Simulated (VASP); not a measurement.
A VASP calculation is set up with these files.

**POSCAR**
```
WSe2
1
    1.6914641296    -2.9297014657     0.0000000000
    1.6914641296     2.9297014657     0.0000000000
    0.0000000000     0.0000000000    17.2603680590
W Se
2 4
Direct
  0.3333330000   0.6666670000   0.2500000000
  0.6666670000   0.3333330000   0.7500000000
  0.3333330000   0.6666670000   0.8482794917
  0.6666670000   0.3333330000   0.3482794917
  0.6666670000   0.3333330000   0.1517205083
  0.3333330000   0.6666670000   0.6517205083
```

### INCAR
```
ALGO=Normal
EDIFF=1E-7
EDIFFG=-0.01
ENCUT=520
GGA=RP
IBRION=2
ISIF=4
ISMEAR=0
LASPH=.TRUE.
LCHARG=.FALSE.
LMAXMIX=6
LREAL=.FALSE.
LWAVE=.FALSE.
NELM=100
NSW=30
PREC=Accurate
SIGMA=0.05
SYSTEM=WSe2
```

File KPOINTS:
```
Automatic mesh
0
Gamma
8 8 2
0 0 0
```

POTCAR, in this order: W_sv Se (PBE.64 set). Program: vasp_std.

### Question
Translate this RPBE calculation to Quantum ESPRESSO's pw.x.

### Answer
One equivalent input (not run):
```
&CONTROL
  calculation = 'vc-relax'
  pseudo_dir = './pseudo'
  outdir = './out'
  tprnfor = .true.
  tstress = .true.
  nstep = 30
  forc_conv_thr = 0.00039
/
&SYSTEM
  ibrav = 0
  nat = 6
  ntyp = 2
  ecutwfc = 86
  occupations = 'smearing'
  smearing = 'gaussian'
  degauss = 0.003675
  input_dft = 'rpbe'
/
&ELECTRONS
  conv_thr = 7.3e-09
  electron_maxstep = 100
/
&IONS
/
&CELL
  cell_dofree = 'shape'
/
ATOMIC_SPECIES
  W 183.840 W.upf
  Se 78.971 Se.upf
CELL_PARAMETERS angstrom
     1.6914641   -2.9297015    0.0000000
     1.6914641    2.9297015    0.0000000
     0.0000000    0.0000000   17.2603681
ATOMIC_POSITIONS crystal
  W    0.3333330  0.6666670  0.2500000
  W    0.6666670  0.3333330  0.7500000
  Se   0.3333330  0.6666670  0.8482795
  Se   0.6666670  0.3333330  0.3482795
  Se   0.6666670  0.3333330  0.1517205
  Se   0.3333330  0.6666670  0.6517205
K_POINTS automatic
  8 8 2 0 0 0
```
The two are equivalent in intent, not identical: the potentials are each code's own (VASP's PAW set, PseudoDojo norm-conserving files in pw.x), so ENCUT and ecutwfc are chosen apart and not converted; conv_thr bounds pw.x's estimated SCF error, while EDIFF bounds the energy change between steps; forc_conv_thr acts on force components and is met together with etot_conv_thr.

The compound is WSe2 in the 2H layered structure. This cell is one point of a volume scan, at 1.03 of the reference volume. Symmetry was kept, so distortions that lower it aren't found.
